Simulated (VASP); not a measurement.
## PbO2 (Plattnerite): cell size against the level of theory

Which functional gives the lattice of PbO2 (Plattnerite) as experiment finds it, and is a dearer one worth its cost? The levels: PBE, LDA, r2SCAN and PBE + D3(BJ). LASPH is on for some levels and off for others; the table marks which. The start is a cell from a database of measured crystal structures.

Program: VASP 6.6.1. Level of theory: PBE; plane waves and PAW (Pb_d, O), in the first sound run; inputs show where later runs differ. Results are calculated unless marked as measured.

**1. Starting point**

Before any relaxation, the start is as follows. Symmetry: P4_2/mnm, No. 136, tetragonal system. The conventional cell has a = 4.958 Å, b = 4.958 Å, c = 3.388 Å, α = 90.00°, β = 90.00°, γ = 90.00°. Pb has 6 O at 2.15 to 2.17 Å nearest. Nearest to O lie 3 Pb at 2.15 to 2.17 Å. Farther neighbours and most contacts between anions are not listed.

**2. Relaxation with PBE**

Properties are meant for the cell that this level of theory prefers, so cell and atoms are relaxed first (ISIF = 3) until forces and stress are small; EDIFFG sets the threshold. PBE, the usual starting point, adds the gradient of the density.

Input file INCAR:

```
SYSTEM = PbO2
PREC = Accurate
ENCUT = 560
EDIFF = 1E-06
NELM = 100
ISMEAR = -1
SIGMA = 0.05
LREAL = .FALSE.
ALGO = Normal
GGA = PE
NBANDS = 32
LORBIT = 11
LWAVE = .FALSE.
LCHARG = .FALSE.
KPAR = 2
IBRION = 2
NSW = 60
ISIF = 3
EDIFFG = -0.01
```

Input file POSCAR:

```
PbO2
1.0
    4.9577000000      0.0000000000      0.0000000000
    0.0000000000      4.9577000000      0.0000000000
    0.0000000000      0.0000000000      3.3879000000
Pb O
2 4
Direct
    0.0000000000      0.0000000000      0.0000000000
    0.5000000000      0.5000000000      0.5000000000
    0.3072000000      0.3072000000      0.0000000000
    0.1928000000      0.8072000000      0.5000000000
    0.6928000000      0.6928000000      0.0000000000
    0.8072000000      0.1928000000      0.5000000000
```

Input file KPOINTS:

```
Automatic mesh
0
Gamma
5 5 7
0 0 0
```

The projector-augmented-wave data sets are Pb_d and O (PBE family, release 64).

Launch:

```
mpirun -np 2 vasp_std
```

Output:

```text
[banner, memory and clock lines left out]
running    2 mpi-ranks, on    1 nodes
 distrk:  each k-point on    1 cores,    2 groups
 distr:  one band on    1 cores,    1 groups

 POSCAR found type information on POSCAR PbO
 POSCAR found :  2 types and       6 ions
 LDA part: xc-table for (Slater+PW92), standard interpolation
 POSCAR, INCAR and KPOINTS ok, starting setup
 FFT: planning ... GRIDC
 FFT: planning ... GRID_SOFT
 FFT: planning ... GRID
 WAVECAR not read
 entering main loop
       N       E                     dE             d eps       ncg     rms          rms(c)
DAV:   1     0.709670271767E+03    0.70967E+03   -0.27512E+04  1536   0.210E+03
DAV:   2     0.562925865264E+02   -0.65338E+03   -0.62662E+03  1712   0.560E+02
DAV:   3    -0.336797677823E+02   -0.89972E+02   -0.88510E+02  1976   0.227E+02
DAV:   4    -0.373784063062E+02   -0.36986E+01   -0.36878E+01  1824   0.494E+01
DAV:   5    -0.375407183995E+02   -0.16231E+00   -0.16228E+00  2120   0.988E+00    0.142E+01
DAV:   6    -0.316980724158E+02    0.58426E+01   -0.23444E+01  2376   0.567E+01    0.445E+00
DAV:   7    -0.317387833172E+02   -0.40711E-01   -0.17500E+00  1736   0.101E+01    0.276E+00
DAV:   8    -0.317346893707E+02    0.40939E-02   -0.44744E-01  2392   0.697E+00    0.120E+00
DAV:   9    -0.317047075609E+02    0.29982E-01   -0.11345E-01  2520   0.446E+00    0.129E-01
DAV:  10    -0.317062855541E+02   -0.15780E-02   -0.10315E-02  1760   0.587E-01    0.116E-01
DAV:  11    -0.317062661448E+02    0.19409E-04   -0.37573E-04  2408   0.198E-01    0.396E-02
DAV:  12    -0.317062560510E+02    0.10094E-04   -0.53084E-05  2344   0.645E-02    0.145E-02
DAV:  13    -0.317062518506E+02    0.42004E-05   -0.20802E-05  2176   0.592E-02    0.508E-03
DAV:  14    -0.317062526860E+02   -0.83545E-06   -0.29210E-06  1616   0.187E-02
   1 F= -.31706253E+02 E0= -.31705277E+02  d E =-.317063E+02
 curvature:   0.00 expect dE= 0.000E+00 dE for cont linesearch  0.000E+00
 trial: gam= 0.00000 g(F)=  0.874E-03 g(S)=  0.555E+00 ort = 0.000E+00 (trialstep = 0.100E+01)
 search vector abs. value=  0.556E+00
 bond charge predicted
       N       E                     dE             d eps       ncg     rms          rms(c)
DAV:   1    -0.367581219656E+02   -0.50519E+01   -0.18367E+02  1952   0.220E+02    0.140E+01
DAV:   2    -0.325460566534E+02    0.42121E+01   -0.12942E+01  1840   0.436E+01    0.439E+00
DAV:   3    -0.318046724483E+02    0.74138E+00   -0.18064E+00  2024   0.323E+01    0.116E+00
DAV:   4    -0.317676946285E+02    0.36978E-01   -0.36960E-01  2368   0.949E+00    0.326E-01
DAV:   5    -0.317682563917E+02   -0.56176E-03   -0.39010E-02  1912   0.187E+00    0.157E-01
DAV:   6    -0.317675650334E+02    0.69136E-03   -0.42859E-03  2152   0.147E+00    0.428E-02
DAV:   7    -0.317674335213E+02    0.13151E-03   -0.67963E-04  2152   0.260E-01    0.139E-02
DAV:   8    -0.317674410027E+02   -0.74814E-05   -0.30720E-05  2288   0.480E-02    0.513E-03
DAV:   9    -0.317674429144E+02   -0.19117E-05   -0.17975E-06  1400   0.106E-02    0.139E-03
DAV:  10    -0.317674436515E+02   -0.73706E-06   -0.38933E-07  1152   0.564E-03
   2 F= -.31767444E+02 E0= -.31763119E+02  d E =-.611910E-01
[...]
3 F= -.31850915E+02 E0= -.31848342E+02  d E =-.144663E+00
[...]
4 F= -.31850880E+02 E0= -.31848355E+02  d E =-.144628E+00
[...]
5 F= -.31853582E+02 E0= -.31851114E+02  d E =-.270159E-02
[...]
6 F= -.31854746E+02 E0= -.31852359E+02  d E =-.386548E-02
[...]
7 F= -.31854968E+02 E0= -.31852496E+02  d E =-.221967E-03
[...]
8 F= -.31854971E+02 E0= -.31852509E+02  d E =-.224924E-03
 curvature:  -0.54 expect dE=-0.869E-04 dE for cont linesearch -0.736E-08
 trial: gam= 0.32782 g(F)=  0.323E-04 g(S)=  0.128E-03 ort = 0.261E-05 (trialstep = 0.111E+01)
 search vector abs. value=  0.216E-03
 bond charge predicted
       N       E                     dE             d eps       ncg     rms          rms(c)
DAV:   1    -0.318554800697E+02   -0.50958E-03   -0.45718E-02  1704   0.194E+00    0.133E-01
DAV:   2    -0.318551978677E+02    0.28220E-03   -0.12593E-03  2336   0.378E-01    0.685E-02
DAV:   3    -0.318550801582E+02    0.11771E-03   -0.20300E-04  2080   0.236E-01    0.160E-02
DAV:   4    -0.318550791058E+02    0.10524E-05   -0.37127E-05  2432   0.494E-02    0.433E-03
DAV:   5    -0.318550795648E+02   -0.45901E-06   -0.10376E-06  1096   0.195E-02
   9 F= -.31855080E+02 E0= -.31852645E+02  d E =-.108807E-03
 trial-energy change:   -0.000109  1 .order   -0.000104   -0.000178   -0.000029
 step:   1.2834(harm=  1.3244)  dis= 0.00087  next Energy=   -31.855082 (dE=-0.111E-03)
 reached required accuracy - stopping structural energy minimisation
```

Elapsed: 4.4 min, on 2 MPI ranks of AMD EPYC 7R43, shared host; peak memory 0.42 GiB.

The logs omit lines about the potential files and the build; timing stands in the text.

OUTCAR, selected parts (step 2):

```text
ion  position               nearest neighbor table
   1  0.000  0.000  0.000-   3 2.15   5 2.15   4 2.17   6 2.17   4 2.17   6 2.17   2 3.89   2 3.89
                             2 3.89   2 3.89   2 3.89   2 3.89   2 3.89   2 3.89
   2  0.500  0.500  0.500-   4 2.15   6 2.15   5 2.17   3 2.17   3 2.17   5 2.17   1 3.89   1 3.89
                             1 3.89   1 3.89   1 3.89   1 3.89   1 3.89   1 3.89
   3  0.307  0.307  0.000-   1 2.15   2 2.17   2 2.17
   4  0.193  0.807  0.500-   2 2.15   1 2.17   1 2.17
   5  0.693  0.693  0.000-   1 2.15   2 2.17   2 2.17
   6  0.807  0.193  0.500-   2 2.15   1 2.17   1 2.17

  LATTYP: Found a simple tetragonal cell.
 ALAT       =     4.9577000000
 C/A-ratio  =     0.6833612361

 Subroutine GETGRP returns: Found 16 space group operations
 (whereof  8 operations were pure point group operations)

The static configuration has the point symmetry D_2h.
 The point group associated with its full space group is D_4h.

 Found     24 irreducible k-points:

   k-points           NKPTS =     24   k-points in BZ     NKDIM =     24   number of bands    NBANDS=     32

   dimension x,y,z NGX =    40 NGY =   40 NGZ =   28
   dimension x,y,z NGXF=    80 NGYF=   80 NGZF=   56

   ENCUT  =  560.0 eV  41.16 Ry    6.42 a.u.   9.57  9.57  6.54*2*pi/ulx,y,z

   NELECT =      52.0000    total number of electrons

 k-points in reciprocal lattice and weights: Automatic mesh
   0.00000000  0.00000000  0.00000000       0.006
   0.20000000  0.00000000  0.00000000       0.023
   0.40000000  0.00000000  0.00000000       0.023
   0.20000000  0.20000000  0.00000000       0.023
   0.40000000  0.20000000  0.00000000       0.046
   0.40000000  0.40000000  0.00000000       0.023
   0.00000000  0.00000000  0.14285714       0.011
   0.20000000  0.00000000  0.14285714       0.046
   0.40000000  0.00000000  0.14285714       0.046
[...]
0.40000000  0.20000000  0.42857143       0.091
   0.40000000  0.40000000  0.42857143       0.046

 average (electrostatic) potential at core
       1 -91.9143       2 -91.9143       3 -70.1358       4 -70.1358       5 -70.1358
       6 -70.1358

 E-fermi :   3.7802

 k-point     1 :       0.0000    0.0000    0.0000
  band No.  band energies     occupation
    ...
     23       3.0781      2.00000
     24       3.0781      2.00000
     25       3.1777      1.99999
     26       3.1777      1.99999
     27       3.8242      0.58620
     28       7.5719      0.00000
     29       9.4565      0.00000
     30       9.4565      0.00000
     31      13.2413      0.00000
     32      13.3869      0.00000

 k-point     2 :       0.2000    0.0000    0.0000
  band No.  band energies     occupation
    ...
     23       3.0644      2.00000
     24       3.0720      2.00000
     25       3.2152      1.99998
     26       3.6622      1.82746
     27       3.8290      0.54719
     28       7.2545      0.00000
     29       9.6137      0.00000
     30       9.6632      0.00000
     31      13.0771      0.00000
     32      13.6914      0.00000

 k-point     3 :       0.4000    0.0000    0.0000
  band No.  band energies     occupation
    ...
     22       2.6496      2.00000
     23       3.0520      2.00000
     24       3.0588      2.00000
     25       3.3091      1.99984
     26       3.4467      1.99747
     27       5.1054      0.00000
     28       6.3789      0.00000
     29       9.9565      0.00000
     30      10.0011      0.00000
     31      12.9736      0.00000
    ...

  Total       -0.0016553     -0.0016553     -0.0229380     -0.0000000      0.0000000      0.0000000
  in kB       -0.0297950     -0.0297950     -0.4128806     -0.0000000      0.0000000      0.0000000
  external PRESSURE =      -0.1574902 kB  Pullay stress =       0.0000000 kB

  energy-cutoff  :      560.00
  volume of cell :       89.01
      direct lattice vectors                 reciprocal lattice vectors
     5.082435574  0.000000000  0.000000000     0.196756060 -0.000000000  0.000000000
     0.000000000  5.082435574  0.000000000    -0.000000000  0.196756060  0.000000000
     0.000000000  0.000000000  3.445859683     0.000000000  0.000000000  0.290203343

 POSITION                                       TOTAL-FORCE (eV/Angst)
 -----------------------------------------------------------------------------------
      5.08244      5.08244      3.44586        -0.000000      0.000000      0.000000
      2.54122      2.54122      1.72293        -0.000000      0.000000      0.000000
      1.56523      1.56523      0.00000        -0.000670     -0.000670     -0.000000
      0.97599      4.10645      1.72293         0.000670     -0.000670      0.000000
      3.51721      3.51721      0.00000         0.000670      0.000670      0.000000
      4.10645      0.97599      1.72293        -0.000670      0.000670      0.000000
 -----------------------------------------------------------------------------------
    total drift:                               -0.000000      0.000000     -0.000000

  FREE ENERGIE OF THE ION-ELECTRON SYSTEM (eV)
  ---------------------------------------------------
  free  energy   TOTEN  =       -31.8550795648 eV

  energy  without entropy=      -31.8502113309  energy(sigma->0) =      -31.85264545

 reached required accuracy - stopping structural energy minimisation

 total charge
# of ion       s       p       d       tot
------------------------------------------
    1        1.053   0.733  10.008  11.794
    2        1.053   0.733  10.008  11.794
    3        1.579   3.364   0.000   4.943
    4        1.579   3.364   0.000   4.943
    5        1.579   3.364   0.000   4.943
    6        1.579   3.364   0.000   4.943
--------------------------------------------------
tot          8.423  14.922  20.016  43.360

[... 3 further parts left out ...]
```

CONTCAR:

```
PbO2
   1.00000000000000
     5.0824355742853591    0.0000000000000000    0.0000000000000000
     0.0000000000000000    5.0824355742853591    0.0000000000000000
     0.0000000000000000    0.0000000000000000    3.4458596831898762
  Pb              O
     2     4
Direct
     1.0000000000000000    1.0000000000000000    1.0000000000000000
     0.5000000000000000    0.5000000000000000    0.5000000000000000
     0.3079684450198364    0.3079684450198364    0.0000000000000000
     0.1920315549801635    0.8079684450198363    0.5000000000000000
     0.6920315549801637    0.6920315549801637    0.0000000000000000
     0.8079684450198363    0.1920315549801635    0.5000000000000000
```

The gap is read on the k-mesh alone, so it is an upper bound where the band edges lie off the mesh, and a coarse mesh can show a gap where there is none. The run keeps the 16 symmetry operations of its start, so it cannot find a distortion of lower symmetry.

The steps of the relaxation:

```tsv
step	energy less that of the first step (eV)	largest force (eV/Å)	pressure (GPa)	volume (Å³)
1	0.0000	0.0673	9.17	83.27
2	-0.0612	0.1828	-5.34	93.22
3	-0.1447	0.0977	0.05	88.64
4	-0.1446	0.0950	0.21	88.53
5	-0.1473	0.0386	0.18	88.68
6	-0.1485	0.0307	0.17	88.86
7	-0.1487	0.0095	-0.15	89.10
8	-0.1487	0.0129	-0.11	89.07
9	-0.1488	0.0009	-0.02	89.01
```

```tsv
conventional cell, symmetrised	before	after	change
a (Å)	4.958	5.082	+2.5 %
b (Å)	4.958	5.082	+2.5 %
c (Å)	3.388	3.446	+1.7 %
volume (Å³/atom)	13.88	14.84	+6.9 %
```

Final coordinates:

```
Pb O
1.0
     5.08244    0.00000    0.00000
     0.00000    5.08244    0.00000
     0.00000    0.00000    3.44586
Pb O
2 4
Cartesian
  0.0000 0.0000 0.0000
  2.5412 2.5412 1.7229
  1.5652 1.5652 0.0000
  0.9760 4.1064 1.7229
  3.5172 3.5172 0.0000
  4.1064 0.9760 1.7229
```

Numbers from this step:

```
electrons                              : 52
bands                                  : 32
irreducible k-points                   : 24
symmetry operations                    : 16
free energy (TOTEN)                    : -31.86 eV
energy at zero smearing                : -31.85 eV
Fermi energy                           : 3.780 eV
pressure                               : -0.01575 GPa
metallic, judged on the points sampled : no
valence top at k                       : 0, 0, 0.1429
conduction bottom at k                 : 0, 0, 0
least direct gap at k                  : 0.2, 0, 0
SCF cycles over all ionic steps        : 66
gap on the k-mesh                      : 0.1180 eV
least direct gap on the k-mesh         : 0.1668 eV
```

It ends with a largest force of 0.001 eV/Å and a pressure of -0.02 GPa. The volume lies +6.9 % from that of the database's start. The conventional cell has a = 5.082 and c = 3.446 Å.

(Continued in part 2 of 2.)

[Lines on the potential files, build, host, timing and source positions are cut from VASP's logs without a mark.]

[Logs are printed without paths, hosts, clocks, repeated set-up lines and the standing remarks that a program may print on its own settings, such as how far it seeks lower states.]

[Hosts, paths, dates, database ids (printed as entryN), source tags and the programs' standing remarks are cut or masked in the printed files.]

[A measured line is paired with the nearest computed mode of its activity, which favours agreement.]

[In band tables of VASP the shares of atoms and orbitals are scaled to a sum of 1 inside the atoms' spheres.]
